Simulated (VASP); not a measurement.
# Sn2C (Fm-3m) in VASP: further runs, part 2 of 2

VASP 6.6.1.

### Step 3. Relaxation of cell and atoms, PBE (cell and atoms relaxed from a first guess)

File INCAR:

```
PREC = Accurate
ENCUT = 600
EDIFF = 1E-6
ISMEAR = -1
SIGMA = 0.05
LREAL = False
LASPH = True
NELM = 100
ALGO = Fast
ISIF = 3
LWAVE = False
LCHARG = False
GGA = PE
IBRION = 2
NSW = 100
EDIFFG = -0.005
```

File KPOINTS:

```
regular mesh
0
Gamma
  11 11 11
```

File POSCAR:

```
Sn2C
1.0
    0.0000000000      2.9182132955      2.9182132955
    2.9182132955      0.0000000000      2.9182132955
    2.9182132955      2.9182132955      0.0000000000
C Sn
1 2
Direct
    0.0000000000      0.0000000000      0.0000000000
    0.2500000000      0.2500000000      0.2500000000
    0.7500000000      0.7500000000      0.7500000000
```

Potentials or basis: VASP PAW PBE potentials, release 64 (C, Sn_d).

Run with:

```sh
cat potpaw_PBE.64/C/POTCAR potpaw_PBE.64/Sn_d/POTCAR > POTCAR
mpirun -np 1 vasp_std > vasp.out
```

OUTCAR:

```text
PREC = Accurate
   ENCUT = 600
   EDIFF = 1E-6
   ISMEAR = -1
   LREAL = False
   LASPH = True
   NELM = 100
   ISIF = 3
   GGA = PE
   IBRION = 2
   NSW = 100
   EDIFFG = -0.005

 ion  position               nearest neighbor table
   1  0.000  0.000  0.000-   3 2.53   3 2.53   3 2.53   2 2.53   3 2.53   2 2.53   2 2.53   2 2.53

   2  0.250  0.250  0.250-   1 2.53   1 2.53   1 2.53   1 2.53   3 2.92   3 2.92   3 2.92   3 2.92
                             3 2.92   3 2.92
   3  0.750  0.750  0.750-   1 2.53   1 2.53   1 2.53   1 2.53   2 2.92   2 2.92   2 2.92   2 2.92
                             2 2.92   2 2.92

  LATTYP: Found a face centered cubic cell.
 ALAT       =     5.8364265910

  Lattice vectors:

 A1 = (   0.0000000000,   2.9182132955,   2.9182132955)
 A2 = (   2.9182132955,   0.0000000000,   2.9182132955)
 A3 = (   2.9182132955,   2.9182132955,   0.0000000000)

Analysis of symmetry for initial positions (statically):
=====================================================================
 Subroutine PRICEL returns:
 Original cell was already a primitive cell.

 Routine SETGRP: Setting up the symmetry group for a
 face centered cubic supercell.

 Subroutine GETGRP returns: Found 48 space group operations
 (whereof 48 operations were pure point group operations)
 out of a pool of 48 trial point group operations.

The static configuration has the point symmetry O_h .

Analysis of symmetry for dynamics (positions and initial velocities):
=====================================================================
 Subroutine PRICEL returns:
 Original cell was already a primitive cell.

 Routine SETGRP: Setting up the symmetry group for a
 face centered cubic supercell.

 Subroutine GETGRP returns: Found 48 space group operations
 (whereof 48 operations were pure point group operations)
 out of a pool of 48 trial point group operations.

The dynamic configuration has the point symmetry O_h .

 Subroutine INISYM returns: Found 48 space group operations
 (whereof 48 operations are pure point group operations),
 and found     1 'primitive' translations

[... 90 lines left out ...]
   ISPIN  =      1    spin polarized calculation?
   LNONCOLLINEAR =      F non collinear calculations
   LSORBIT =      F    spin-orbit coupling
   LASPH  =      T    aspherical Exc in radial PAW
   ENCUT  =  600.0 eV  44.10 Ry    6.64 a.u.   8.24  8.24  8.24*2*pi/ulx,y,z
   NELM   =    100;   NELMIN=  2; NELMDL= -5     # of ELM steps
   EDIFF  = 0.1E-05   stopping-criterion for ELM
   LREAL  =      F    real-space projection
   EDIFFG = -.5E-02   stopping-criterion for IOM
   NSW    =    100    number of steps for IOM
   IBRION =      2    ionic relax: 0-MD 1-quasi-New 2-CG
   NFREE  =      1    steps in history (QN), initial steepest desc. (CG)
   ISIF   =      3    stress and relaxation
   ISYM   =      2    0-nonsym 1-usesym 2-fastsym
   POTIM  = 0.5000    time-step for ionic-motion
   TEBEG  =    0.0;   TEEND  =   0.0 temperature during run
   PSTRESS=    0.0 pullay stress
   NELECT =      32.0000    total number of electrons
   NUPDOWN=      -1.0000    fix difference up-down
   EMIN   =  10.00;   EMAX   =-10.00  energy-range for DOS
   EFERMI =   0.00;   METHOD = LEGACY
   ISMEAR =    -1;   SIGMA  =   0.05  broadening in eV -4-tet -1-fermi 0-gaus
   EFERMI_NEDOS =   21; number of points for ismear=-14 and -15
   IALGO  =     68    algorithm
   IMIX   =      4    mixing-type and parameters
     AMIX     =   0.40;   BMIX     =  1.00
     AMIX_MAG =   1.60;   BMIX_MAG =  1.00
  volume/ion in A,a.u.               =      16.57       111.80
  Fermi-wavevector in a.u.,A,eV,Ry     =   1.413615  2.671345 27.188620  1.998307
  Thomas-Fermi vector in A             =   2.535242
   LORBIT       =      0    0 simple, 1 ext, 2 COOP (PROOUT), +10 PAW based schemes
   GGA     = PE    functional components
   LHFCALC =     F    Hartree Fock is set to
   AEXX    =    0.0000 exact exchange contribution
   IVDW    =     0    specifies the selected vdW correction
   LEPSILON=     F    determine dielectric tensor
   LRPA    =     F    only Hartree local field effects (RPA)
 conjugate gradient relaxation of ions
 non-spin polarized calculation
 RMM-DIIS sequential band-by-band and
  energy-cutoff  :      600.00
  volume of cell :       49.70
 maximum number of plane-waves:      1673
 NGX is ok and might be reduce to    36
   NGX = 17   NGY = 17   NGZ = 17

--------------------------------------- Ionic step        1  -------------------------------------------

 number of electron      32.0000005 magnetization

 Free energy of the ion-electron system (eV)
  ---------------------------------------------------
  ext. energy  EPLUGINS =         0.00000000
  ---------------------------------------------------
  free energy    TOTEN  =       -11.77548118 eV

  energy without entropy =      -11.76137111  energy(sigma->0) =      -11.76842614

 E-fermi :  11.2017     XC(G=0): -11.6210

 val. band max:       11.2008626406   @ k =  -0.3636   0.3636   0.0000
 cond. band min:      11.2179817932   @ k =   0.1818   0.0909   0.0000
 fundamental gap:      0.0171191526
 Fermi energy:        11.2016523462
[... 1334 lines left out ...]
--------------------------------------- Ionic step        7  -------------------------------------------

 number of electron      32.0000004 magnetization

 Free energy of the ion-electron system (eV)
  ---------------------------------------------------
  ext. energy  EPLUGINS =         0.00000000
  ---------------------------------------------------
  free energy    TOTEN  =       -12.79462997 eV

  energy without entropy =      -12.78694593  energy(sigma->0) =      -12.79078795

 E-fermi :   7.5705     XC(G=0): -10.3325

 val. band max:        7.5656622909   @ k =  -0.3636   0.3636   0.0000
 cond. band min:       7.6307296327   @ k =   0.1818   0.0000   0.0000
 fundamental gap:      0.0650673418
 Fermi energy:         7.5704609687
[... 582 lines left out ...]
  FREE ENERGIE OF THE ION-ELECTRON SYSTEM (eV)
  ---------------------------------------------------
  free  energy   TOTEN  =       -12.7946299718 eV

  energy  without entropy=      -12.7869459339  energy(sigma->0) =      -12.79078795

 reached required accuracy - stopping structural energy minimisation
```

CONTCAR:

```text
Sn2C
   1.00000000000000
     0.0000000000000000    3.1823540532549264    3.1823540532549264
     3.1823540532549264   -0.0000000000000000    3.1823540532549264
     3.1823540532549264    3.1823540532549264   -0.0000000000000000
  C               Sn
     1     2
Direct
     1.0000000000000000    0.0000000000000000    0.0000000000000000
     0.2500000000000000    0.2500000000000000    0.2500000000000000
     0.7500000000000000    0.7500000000000000    0.7500000000000000

  0.00000000E+00  0.00000000E+00  0.00000000E+00
  0.00000000E+00  0.00000000E+00  0.00000000E+00
  0.00000000E+00  0.00000000E+00  0.00000000E+00
```

Wall time 2.4 min (1 thread of Intel Xeon 6975P-C (Granite Rapids), shared host); peak memory 0.25 GiB.

What came out:

| Property | Result |
| --- | --- |
| Free energy | -12.7946 eV |
| Relaxed volume | 21.49 Å³/atom |
| Relaxed cell | a = 4.501 Å, b = 4.501 Å, c = 4.501 Å, α = 60.00°, β = 60.00°, γ = 60.00° |
| Space group after relaxing (to 0.05 Å) | Fm-3m (No. 225) |
| Energy gained by relaxing | 339.7 meV/atom |
| Ionic steps | 7 |
| Pressure after relaxing | 0.0 GPa |
| Band gap on the k mesh | none (metal or under the smearing width) |

Step by step:
```csv
step,energy change (eV),largest force (eV/Å),pressure (GPa),volume (Å³)
1,0.0000,0.0000,27.75,49.70
2,-0.8298,0.0000,-6.11,73.33
3,-1.0190,0.0000,0.18,64.25
4,-1.0191,0.0000,-0.10,64.57
5,-1.0191,0.0000,0.04,64.45
6,-1.0191,0.0000,-0.04,64.47
7,-1.0191,0.0000,0.02,64.46
```

Final structure:
```
CELL_PARAMETERS angstrom
0.00000 3.18235 3.18235
3.18235 0.00000 3.18235
3.18235 3.18235 0.00000
ATOMIC_POSITIONS crystal
C 0.00000 0.00000 0.00000
Sn 0.25000 0.25000 0.25000
Sn 0.75000 0.75000 0.75000
```

Levels at points of the mesh, in eV from the Fermi level:
```
           k point  band 14  band 15  band 16  band 17  band 18  band 19
(0.00, 0.00, 0.00)    -1.72    -1.72    -1.72    -0.57    -0.57    -0.57
```

Caveat: the volume moved by over 15 % at a fixed basis, so the end points are rough.
